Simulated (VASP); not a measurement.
OSZICAR of a VASP run on BN (wurtzite):

File OSZICAR:
```
       N       E                     dE             d eps       ncg     rms          rms(c)
DAV:   1     0.517762578856E+02    0.51776E+02   -0.89615E+03  1536   0.131E+03
DAV:   2    -0.352910638613E+02   -0.87067E+02   -0.82260E+02  2160   0.275E+02
DAV:   3    -0.379068343773E+02   -0.26158E+01   -0.26061E+01  2040   0.484E+01
DAV:   4    -0.379204391597E+02   -0.13605E-01   -0.13599E-01  1924   0.370E+00
DAV:   5    -0.379205731387E+02   -0.13398E-03   -0.13396E-03  2000   0.345E-01    0.930E+00
DAV:   6    -0.362873187817E+02    0.16333E+01   -0.41743E+00  1880   0.168E+01    0.463E+00
DAV:   7    -0.361377937229E+02    0.14953E+00   -0.21292E-01  1872   0.444E+00    0.270E+00
DAV:   8    -0.361055842133E+02    0.32210E-01   -0.62544E-02  1736   0.230E+00    0.215E-01
DAV:   9    -0.361048797307E+02    0.70448E-03   -0.20144E-03  2000   0.459E-01    0.107E-01
DAV:  10    -0.361050965447E+02   -0.21681E-03   -0.33317E-04  1780   0.178E-01    0.240E-02
DAV:  11    -0.361051041255E+02   -0.75808E-05   -0.49512E-05  1940   0.629E-02    0.121E-02
DAV:  12    -0.361051051515E+02   -0.10260E-05   -0.71849E-06  1904   0.264E-02    0.172E-03
DAV:  13    -0.361051052620E+02   -0.11051E-06   -0.16116E-07  1392   0.461E-03    0.353E-04
DAV:  14    -0.361051052694E+02   -0.74278E-08   -0.13724E-08  1064   0.132E-03
   1 F= -.36105105E+02 E0= -.36105105E+02  d E =0.000000E+00
```

Task: Which electronic solver shows in the log?

Result: It is blocked Davidson (ALGO = Normal, or the opening steps of other solvers). The INCAR had ALGO = Normal.

Task: Can the final energy be trusted as converged?

Result: Self-consistency was reached. It stopped with EDIFF = 1E-7, NELM = 100 (AM05 GGA, plane waves, VASP's PBE PAW potentials (set 64)).

The compound is BN in the wurtzite structure, a metastable high-pressure form. It was relaxed first.
